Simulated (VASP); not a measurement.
Energy against volume of PbSe (rock salt). These are RPBE GGA, VASP's PBE PAW potentials (set 64) (plane waves; VASP) values and carry that method's errors.

| V (Å³/atom) | E (eV/atom) |
|---|---|
| 29.299 | -3.74652 |
| 30.234 | -3.75921 |
| 31.169 | -3.76331 |
| 32.104 | -3.76013 |
| 33.040 | -3.75075 |

Fit a third-order Birch-Murnaghan equation of state.

| Item | Result |
|---|---|
| volume per atom | 31.20 Å³/atom |
| bulk modulus | 41.3 GPa |
| pressure derivative of the bulk modulus | 4.45 |
| lattice constant a | 6.296 Å |

Measured: a 6.105 Å at 120 K (computed value off by +3.1 %), as given by Noda, Masumoto, Ohba, Saito, Toriumi, Iwata, Shibuya, Acta Cryst. C 43, 1443 (1987), by a structure database's card. The calculation is for a static lattice, while the measured a holds thermal and zero-point effects, which are part of the difference.

The compound is PbSe in the rock salt structure. It was relaxed first, which changed the volume by +9 %.
